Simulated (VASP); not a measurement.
Level of theory: vdW-DF2, VASP's PBE PAW potentials (set 64) (plane waves; VASP 6.6.1).

VASP input:

POSCAR:
```
MnS
1.0
  5.0319655970   2.5097811617   2.5097811617
  2.5097811617   5.0319655970   2.5097811617
  2.5097811617   2.5097811617   5.0319655970
Mn S
2 2
Direct
  0.0000000000   0.0000000000   0.0000000000
  0.5000000000   0.5000000000   0.5000000000
  0.2500000000   0.2500000000   0.2500000000
  0.7500000000   0.7500000000   0.7500000000
```

**INCAR**
```
! general
SYSTEM  =MnS
PREC    =Accurate
ENCUT   =520   ! plane-wave cut-off (eV)
LREAL   =.False.   ! projection in real space or not
LASPH   =.True.   ! aspherical one-centre terms

! electronic loop
EDIFF   =1E-6
NELM    =100
ALGO    =Normal   ! blocked Davidson
LMAXMIX =4

! smearing
ISMEAR  =0   ! Gaussian
SIGMA   =0.05   ! width (eV)

! functional
GGA     =ML
LUSE_VDW=.True.
AGGAC   =0.0
ZAB_VDW =-1.8867

! spin
ISPIN   =2   ! spin-polarised
MAGMOM  =5.0 -5.0 2*0.0

! ions
IBRION  =2
NSW     =60
ISIF    =3   ! ions, shape and volume
EDIFFG  =-0.02   ! ionic stop

! output
LWAVE   =.False.
LCHARG  =.False.
LORBIT  =10
```

KPOINTS:
```
Automatic mesh
0
Gamma
7 7 7
0 0 0
```

POTCAR, in this order: Mn_pv S (PBE.64 set). Program: vasp_std.

The resulting files:

**OUTCAR**
```
 ion  position               nearest neighbor table
   1  0.000  0.000  0.000-   4 2.52   4 2.52   4 2.52   3 2.52   3 2.52   3 2.52
   2  0.500  0.500  0.500-   3 2.52   3 2.52   3 2.52   4 2.52   4 2.52   4 2.52
   3  0.250  0.250  0.250-   1 2.52   1 2.52   1 2.52   2 2.52   2 2.52   2 2.52
   4  0.750  0.750  0.750-   2 2.52   2 2.52   2 2.52   1 2.52   1 2.52   1 2.52
  LATTYP: Found a trigonal (rhomboedric) cell.
 ALAT       =     6.1578146065
 COS(alpha) =     0.8322353467
 Subroutine PRICEL returns following result:
  LATTYP: Found a trigonal (rhomboedric) cell.
 ALAT       =     3.5581424009
 COS(alpha) =     0.4975335922
 Subroutine GETGRP returns: Found 12 space group operations
The static configuration has the point symmetry D_3d.
The dynamic configuration has the point symmetry D_3d.
The overall configuration has the point symmetry D_3d.
 Subroutine INISYM returns: Found 12 space group operations
 Subroutine IBZKPT returns following result:
 Found     44 irreducible k-points:

 Following reciprocal coordinates:
            Coordinates               Weight
  0.000000  0.000000  0.000000      1.000000
  0.142857  0.000000  0.000000      6.000000
  0.285714  0.000000  0.000000      6.000000
  0.428571  0.000000  0.000000      6.000000
  0.142857  0.142857  0.000000      6.000000
  0.285714  0.142857  0.000000     12.000000
  0.428571  0.142857  0.000000     12.000000
 -0.428571  0.142857  0.000000     12.000000
 -0.285714  0.142857  0.000000     12.000000
 -0.142857  0.142857  0.000000      6.000000
  0.285714  0.285714  0.000000      6.000000
  0.428571  0.285714  0.000000     12.000000
 -0.428571  0.285714 -0.000000     12.000000
 -0.285714  0.285714  0.000000      6.000000
  0.428571  0.428571  0.000000      6.000000
 -0.428571  0.428571  0.000000      6.000000
  0.142857  0.142857  0.142857      2.000000
  0.285714  0.142857  0.142857      6.000000
  0.428571  0.142857  0.142857      6.000000
 -0.428571  0.142857  0.142857      6.000000
 -0.285714  0.142857  0.142857      6.000000
 -0.142857  0.142857  0.142857      6.000000
  0.285714  0.285714  0.142857      6.000000
  0.428571  0.285714  0.142857     12.000000
 -0.428571  0.285714  0.142857     12.000000
 -0.285714  0.285714  0.142857     12.000000
 -0.142857  0.285714  0.142857     12.000000
  0.428571  0.428571  0.142857      6.000000
 -0.428571  0.428571  0.142857     12.000000
 -0.285714  0.428571  0.142857     12.000000
 -0.142857  0.428571  0.142857     12.000000
 -0.428571 -0.428571  0.142857      6.000000
 -0.285714 -0.428571  0.142857     12.000000
 -0.285714 -0.285714  0.142857      6.000000
  0.285714  0.285714  0.285714      2.000000
  0.428571  0.285714  0.285714      6.000000
 -0.428571  0.285714  0.285714      6.000000
 -0.285714  0.285714  0.285714      6.000000
  0.428571  0.428571  0.285714      6.000000
 -0.428571  0.428571  0.285714     12.000000
   k-points           NKPTS =     44   k-points in BZ     NKDIM =     44   number of bands    NBANDS=     23
   number of dos      NEDOS =    301   number of ions     NIONS =      4
   total plane-waves  NPLWV = 110592
   dimension x,y,z NGX =    48 NGY =   48 NGZ =   48
   dimension x,y,z NGXF=    96 NGYF=   96 NGZF=   96
   ions per type =               2   2
   PREC   = accura    normal or accurate (medium, high low for compatibility)
   ISTART =      0    job   : 0-new  1-cont  2-samecut
   ICHARG =      2    charge: 1-file 2-atom 10-const
   ISPIN  =      2    spin polarized calculation?
   LNONCOLLINEAR =      F non collinear calculations
   LSORBIT =      F    spin-orbit coupling
   INIWAV =      1    electr: 0-lowe 1-rand  2-diag
...
```

File OSZICAR:
```
       N       E                     dE             d eps       ncg     rms          rms(c)
DAV:   1     0.404923834760E+03    0.40492E+03   -0.21571E+04  4216   0.183E+03
DAV:   2     0.180474351901E+02   -0.38688E+03   -0.38149E+03  4111   0.496E+02
DAV:   3    -0.175442120355E+02   -0.35592E+02   -0.34943E+02  5806   0.138E+02
DAV:   4    -0.185855103903E+02   -0.10413E+01   -0.10409E+01  4622   0.231E+01
DAV:   5    -0.186091559421E+02   -0.23646E-01   -0.23642E-01  5183   0.393E+00    0.172E+01
DAV:   6    -0.163402929451E+02    0.22689E+01   -0.21774E+01  5471   0.418E+01    0.135E+01
DAV:   7    -0.164634147907E+02   -0.12312E+00   -0.25094E+00  4872   0.184E+01    0.824E+00
DAV:   8    -0.165104407321E+02   -0.47026E-01   -0.19949E-01  4909   0.383E+00    0.409E+00
DAV:   9    -0.165134700105E+02   -0.30293E-02   -0.56216E-02  5511   0.202E+00    0.455E-01
DAV:  10    -0.165150971924E+02   -0.16272E-02   -0.79002E-03  4741   0.774E-01    0.189E-01
DAV:  11    -0.165157683752E+02   -0.67118E-03   -0.13364E-03  4696   0.271E-01    0.119E-01
DAV:  12    -0.165158828307E+02   -0.11446E-03   -0.64031E-05  4847   0.826E-02    0.750E-02
DAV:  13    -0.165159572857E+02   -0.74455E-04   -0.42359E-05  4405   0.578E-02    0.357E-02
DAV:  14    -0.165159978087E+02   -0.40523E-04   -0.42000E-05  4328   0.617E-02    0.105E-02
DAV:  15    -0.165159949939E+02    0.28148E-05   -0.12649E-06  3109   0.120E-02    0.446E-03
DAV:  16    -0.165159949574E+02    0.36469E-07   -0.86408E-07  2465   0.740E-03
   1 F= -.16515995E+02 E0= -.16515995E+02  d E =-.165160E+02  mag=     0.0000
       N       E                     dE             d eps       ncg     rms          rms(c)
DAV:   1    -0.402389524927E+02   -0.23723E+02   -0.32505E+02  4172   0.241E+02    0.689E+01
DAV:   2    -0.916890296937E+02   -0.51450E+02   -0.15849E+03  5916   0.286E+02    0.651E+01
DAV:   3    -0.151569501303E+02    0.76532E+02   -0.36824E+02  5530   0.122E+02    0.259E+01
DAV:   4    -0.147598730050E+02    0.39708E+00   -0.19940E+01  5110   0.237E+01    0.241E+01
DAV:   5    -0.170648833088E+02   -0.23050E+01   -0.75123E+00  5481   0.112E+01    0.213E+01
DAV:   6    -0.172821452569E+02   -0.21726E+00   -0.16180E-01  4878   0.283E+00    0.203E+01
DAV:   7    -0.171629281553E+02    0.11922E+00   -0.62645E+00  5336   0.170E+01    0.883E+00
DAV:   8    -0.164437587517E+02    0.71917E+00   -0.12374E+00  5232   0.840E+00    0.963E+00
DAV:   9    -0.168033551506E+02   -0.35960E+00   -0.93752E-01  5408   0.561E+00    0.275E+00
DAV:  10    -0.167975412105E+02    0.58139E-02   -0.12676E-01  5593   0.195E+00    0.231E+00
DAV:  11    -0.167963021415E+02    0.12391E-02   -0.89892E-03  5046   0.110E+00    0.222E+00
DAV:  12    -0.168152282321E+02   -0.18926E-01   -0.21841E-02  5141   0.164E+00    0.471E-01
DAV:  13    -0.168172464007E+02   -0.20182E-02   -0.10631E-02  5459   0.812E-01    0.281E-01
DAV:  14    -0.168171485064E+02    0.97894E-04   -0.25919E-03  5494   0.370E-01    0.136E-01
DAV:  15    -0.168171742407E+02   -0.25734E-04   -0.91358E-05  4683   0.934E-02    0.105E-01
DAV:  16    -0.168172184337E+02   -0.44193E-04   -0.13766E-04  5590   0.929E-02    0.507E-02
DAV:  17    -0.168172190771E+02   -0.64343E-06   -0.19355E-05  5774   0.537E-02    0.243E-02
DAV:  18    -0.168172167844E+02    0.22927E-05   -0.21471E-05  5396   0.459E-02    0.894E-03
DAV:  19    -0.168172175200E+02   -0.73554E-06   -0.35158E-06  3785   0.135E-02
   2 F= -.16817218E+02 E0= -.16817218E+02  d E =-.301223E+00  mag=     0.0000
       N       E                     dE             d eps       ncg     rms          rms(c)
DAV:   1    -0.174649565713E+02   -0.64774E+00   -0.12250E+01  4398   0.449E+01    0.755E+00
DAV:   2    -0.168419832086E+02    0.62297E+00   -0.32030E+00  4400   0.229E+01    0.601E+00
DAV:   3    -0.168558876706E+02   -0.13904E-01   -0.16401E-01  4638   0.333E+00    0.124E+00
DAV:   4    -0.168391657036E+02    0.16722E-01   -0.83697E-02  5350   0.201E+00    0.808E-01
DAV:   5    -0.168362548810E+02    0.29108E-02   -0.13366E-02  4720   0.139E+00    0.596E-01
DAV:   6    -0.168352649503E+02    0.98993E-03   -0.28075E-03  4902   0.401E-01    0.179E-01
DAV:   7    -0.168353428810E+02   -0.77931E-04   -0.32559E-04  4974   0.150E-01    0.690E-02
DAV:   8    -0.168353257522E+02    0.17129E-04   -0.67036E-05  4655   0.439E-02    0.337E-02
DAV:   9    -0.168353200248E+02    0.57274E-05   -0.22750E-05  4772   0.273E-02    0.167E-02
DAV:  10    -0.168353228634E+02   -0.28386E-05   -0.28483E-06  4027   0.148E-02    0.633E-03
DAV:  11    -0.168353223879E+02    0.47550E-06   -0.64527E-07  2108   0.642E-03
   3 F= -.16835322E+02 E0= -.16835322E+02  d E =-.319327E+00  mag=    -0.0000
```

File OUTCAR:
```
------------------------ aborting loop because EDIFF is reached ----------------------------------------
  FORCE on cell =-STRESS in cart. coord.  units (eV):
  Direction    XX          YY          ZZ          XY          YZ          ZX
  --------------------------------------------------------------------------------------
  Total        0.0288985      0.0288985      0.0288985     -0.0101559     -0.0101559     -0.0101559
  in kB        0.6323520      0.6323520      0.6323520     -0.2222301     -0.2222301     -0.2222301
  external PRESSURE =       0.6323520 kB  Pullay stress =       0.0000000 kB
  volume of cell :       73.22
      direct lattice vectors                 reciprocal lattice vectors
     5.262449622  2.622749461  2.622749461     0.284275954 -0.094554950 -0.094554950
     2.622749461  5.262449622  2.622749461    -0.094554950  0.284275954 -0.094554950
     2.622749461  2.622749461  5.262449622    -0.094554950 -0.094554950  0.284275954
 POSITION                                       TOTAL-FORCE (eV/Angst)
 -----------------------------------------------------------------------------------
      0.00000      0.00000      0.00000         0.000000     -0.000000     -0.000000
      5.25397      5.25397      5.25397        -0.000000      0.000000     -0.000000
      2.62699      2.62699      2.62699         0.000000      0.000000     -0.000000
      7.88096      7.88096      7.88096         0.000000      0.000000      0.000000
 -----------------------------------------------------------------------------------
    total drift:                                0.000000     -0.000000     -0.000000
  FREE ENERGIE OF THE ION-ELECTRON SYSTEM (eV)
  ---------------------------------------------------
  free  energy   TOTEN  =       -16.8353223879 eV

  energy  without entropy=      -16.8353223879  energy(sigma->0) =      -16.83532239

 total charge

# of ion       s       p       d       tot
------------------------------------------
    1        0.212   6.144   4.992  11.348
    2        0.212   6.144   4.992  11.348
    3        1.346   2.443   0.000   3.789
    4        1.346   2.443   0.000   3.789
--------------------------------------------------
tot          3.116  17.173   9.985  30.274

 magnetization (x)

# of ion       s       p       d       tot
------------------------------------------
    1        0.020   0.008   4.139   4.167
    2       -0.020  -0.008  -4.139  -4.167
    3        0.000   0.000   0.000   0.000
    4        0.000   0.000   0.000   0.000
--------------------------------------------------
tot          0.000   0.000   0.000   0.000

 reached required accuracy - stopping structural energy minimisation
```
(Selected blocks of OUTCAR.)

CONTCAR:
```
MnS
   1.00000000000000
     5.2624496221521690    2.6227494609702795    2.6227494609702795
     2.6227494609702795    5.2624496221521690    2.6227494609702795
     2.6227494609702795    2.6227494609702795    5.2624496221521690
  Mn              S
     2     2
Direct
     0.0000000000000000    0.0000000000000000    0.0000000000000000
     0.5000000000000000    0.5000000000000000    0.5000000000000000
     0.2500000000000000    0.2500000000000000    0.2500000000000000
     0.7500000000000000    0.7500000000000000    0.7500000000000000
```

Energy and stress use the plane-wave basis of the starting cell.

The compound is MnS in the rock salt, AFM-II order structure. This run relaxes it. Symmetry was kept, so distortions that lower it aren't found. The start is the result of an earlier pass.
